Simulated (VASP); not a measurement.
An input for Quantum ESPRESSO's pw.x (written as the equivalent of a VASP run, and not itself run):

```
&CONTROL
  calculation = 'vc-relax'
  pseudo_dir = './pseudo'
  outdir = './out'
  tprnfor = .true.
  tstress = .true.
  nstep = 40
  forc_conv_thr = 0.00078
/
&SYSTEM
  ibrav = 0
  nat = 1
  ntyp = 1
  ecutwfc = 68
  occupations = 'smearing'
  smearing = 'methfessel-paxton'
  degauss = 0.00735
  input_dft = 'pbe'
/
&ELECTRONS
  conv_thr = 7.3e-08
  electron_maxstep = 100
/
&IONS
/
&CELL
  press = 50
/
ATOMIC_SPECIES
  Ir 192.217 Ir.upf
CELL_PARAMETERS angstrom
     0.0000000    1.9365606    1.9365606
     1.9365606    0.0000000    1.9365606
     1.9365606    1.9365606    0.0000000
ATOMIC_POSITIONS crystal
  Ir   0.0000000  0.0000000  0.0000000
K_POINTS automatic
  16 16 16 0 0 0
```

Q: Translate this input to VASP (INCAR, KPOINTS, POSCAR, choice of POTCAR).

A: One answer among several that fit: 
### POSCAR
```
Ir
1
    0.0000000000     1.9365605907     1.9365605907
    1.9365605907     0.0000000000     1.9365605907
    1.9365605907     1.9365605907     0.0000000000
Ir
1
Direct
  0.0000000000   0.0000000000   0.0000000000
```

INCAR:
```
ALGO = Normal
EDIFF = 1E-6
EDIFFG = -0.02
ENCUT = 500
GGA = PE
IBRION = 2
ISIF = 3
ISMEAR = 1
LASPH = T
LCHARG = F
LMAXMIX = 6
LREAL = F
LWAVE = F
NELM = 100
NSW = 40
PREC = Accurate
PSTRESS = 50
SIGMA = 0.1
SYSTEM = Ir
```

**KPOINTS**
```
K-points
0
G
16 16 16
0 0 0
```

POTCAR, in this order: Ir (PBE.64 set). Program: vasp_std.

Limits of the translation: the potentials are each code's own (VASP's PAW set, PseudoDojo norm-conserving files in pw.x), so ENCUT and ecutwfc are chosen apart and not converted; conv_thr bounds pw.x's estimated SCF error, while EDIFF bounds the energy change between steps; forc_conv_thr acts on force components and is met together with etot_conv_thr.

The compound is Ir in the fcc structure. This run relaxes it under an external pressure of 5 GPa. Symmetry was kept, so distortions that lower it aren't found.
